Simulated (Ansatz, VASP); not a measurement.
This is a calculation of Tl3S for Ansatz 0.2.0.

The input input.yaml:

```yaml
crystal:
  lattice:
    - [-2.3819073636, 2.3819073636, 5.2104771951]
    - [2.3819073636, -2.3819073636, 5.2104771951]
    - [2.3819073636, 2.3819073636, -5.2104771951]
  atoms:
    - { symbol: Tl, position: [0.5, 0.5, 0.0] }
    - { symbol: Tl, position: [0.25, 0.75, 0.5] }
    - { symbol: Tl, position: [0.75, 0.25, 0.5] }
    - { symbol: S, position: [0.0, 0.0, 0.0] }
hamiltonian:
  xc: pbe
  pseudopotentials: { kind: paw }
kpoints:
  mp_grid: { grid: [8, 8, 8] }
scf:
  occupations: { method: fermi_dirac, width: 0.05 }
output:
  forces: true
  stress: true
  eigenvalues: true
```

Potentials or basis: Ansatz PAW.

Run with:

```console
$ ansatz run input.yaml --threads 2 --pin off --max-ram 5120MiB --backend cpu --events-out ev --progress --plain --runs-dir out
```

Task: Set up the same calculation for VASP 6.6.1. Potentials there: VASP PAW PBE potentials, release 64 (Tl_d, S).

Result: As run (the cutoff follows the program's own potentials):

INCAR

```
SYSTEM = Tl3S
PREC = Accurate
ENCUT = 520
EDIFF = 1E-7
ISMEAR = -1
SIGMA = 0.05
LREAL = .False.
LASPH = .True.
NELM = 80
ALGO = Normal
ISIF = 2
LWAVE = .False.
LCHARG = .False.
GGA = PE
NBANDS = 30
```

The input KPOINTS:

```
Automatic mesh
0
Gamma
  8 8 8
  0 0 0
```

File POSCAR:

```
Tl3S
1.0
   -2.3819073636      2.3819073636      5.2104771951
    2.3819073636     -2.3819073636      5.2104771951
    2.3819073636      2.3819073636     -5.2104771951
Tl S
3 1
Direct
    0.5000000000      0.5000000000      0.0000000000
    0.2500000000      0.7500000000      0.5000000000
    0.7500000000      0.2500000000      0.5000000000
    0.0000000000      0.0000000000      0.0000000000
```

Potentials or basis: VASP PAW PBE potentials, release 64 (Tl_d, S).

The run is started by

```console
$ cat potpaw_PBE.64/Tl_d/POTCAR potpaw_PBE.64/S/POTCAR > POTCAR
$ mpirun -np 1 vasp_std > vasp.out
```

Both were run:

|  | VASP | Ansatz | Ansatz less VASP |
| --- | --- | --- | --- |
| gap on the k mesh at the Fermi level (eV) | none | none | - |
| pressure (GPa) | -1.1 | -1.0 | +0.06 |

A gap of «none» marks a metal or a gap that the smearing closes.

The runs have no spin-orbit coupling, so splittings on Tl are missing.
